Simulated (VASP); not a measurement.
# Si2W: relaxation of cell and atoms with PBE

Si2W:

```
Si W
1.0
    -1.61483    1.61483    3.93371
     1.61483   -1.61483    3.93371
     1.61483    1.61483   -3.93371
Si W
2 1
Direct
  0.33456 0.33456 0.00000
  0.66544 0.66544 0.00000
  0.00000 0.00000 0.00000
```

* Program: VASP 6.6.1
* Task: relaxation of cell and atoms
* Functional: PBE
* Potentials or basis: VASP PAW PBE potentials, release 64 (Si, W_sv)
* Cutoff: 520 eV
* k mesh: 18 × 18 × 18
* Occupations: gaussian, width 0.1 eV
* Spin: collinear spin, ferromagnetic start
* Starting moments: [0, 0, 1] μB
* Further INCAR settings: ALGO = Fast; EDIFF = 1e-07; IBRION = 2; EDIFFG = -0.002; NSW = 80; ISIF = 3

```json
{
  "Pressure after relaxing": "0.0 GPa",
  "Band gap on the k mesh": "none (metal or under the smearing width)",
  "Net moment": "0.00 μB per cell",
  "Valence electrons inside the program's atomic spheres": "Si 1.62; W 12.18"
}
```

Final structure:
```yaml
crystal:
  lattice:
    - [-1.61483, 1.61483, 3.93371]
    - [1.61483, -1.61483, 3.93371]
    - [1.61483, 1.61483, -3.93371]
  atoms:
    - { symbol: Si, position: [0.33456, 0.33456, 0.00000] }
    - { symbol: Si, position: [0.66544, 0.66544, 0.00000] }
    - { symbol: W, position: [0.00000, 0.00000, 0.00000] }
```

Levels at points of the mesh, in eV from the Fermi level:
Spin up:
```tsv
k point	band 9	band 10	band 11	band 12	band 13	band 14
(0.00, 0.00, 0.00)	-2.81	-2.81	0.60	2.64	2.98	3.03
(0.50, 0.00, 0.00)	-2.75	-2.71	-0.42	2.65	2.75	3.90
(0.50, 0.50, 0.00)	-4.96	-3.19	-1.76	2.73	2.91	3.06
(0.50, 0.50, 0.50)	-0.85	-0.85	-0.49	-0.49	0.77	4.44
```
Spin down:
| k point | band 8 | band 9 | band 10 | band 11 | band 12 | band 13 | band 14 | band 15 |
| --- | --- | --- | --- | --- | --- | --- | --- | --- |
| (0.00, 0.00, 0.00) | -3.25 | -2.81 | -2.81 | 0.60 | 2.64 | 2.98 | 3.03 | 3.03 |
| (0.50, 0.00, 0.00) | -4.81 | -2.75 | -2.71 | -0.42 | 2.65 | 2.75 | 3.90 | 4.31 |
| (0.50, 0.50, 0.00) | -5.51 | -4.96 | -3.19 | -1.76 | 2.73 | 2.91 | 3.06 | 3.85 |
| (0.50, 0.50, 0.50) | -2.54 | -0.85 | -0.85 | -0.49 | -0.49 | 0.77 | 4.44 | 4.72 |

Wall time 6.9 min on 1 thread of Intel(R) Xeon(R) 6975P-C (Granite Rapids), with other jobs on the host, peak memory 0.63 GiB.

Caveat: the relaxation stopped at its first step, so nothing moved. Spin-orbit coupling is left out, which matters for the levels of W.
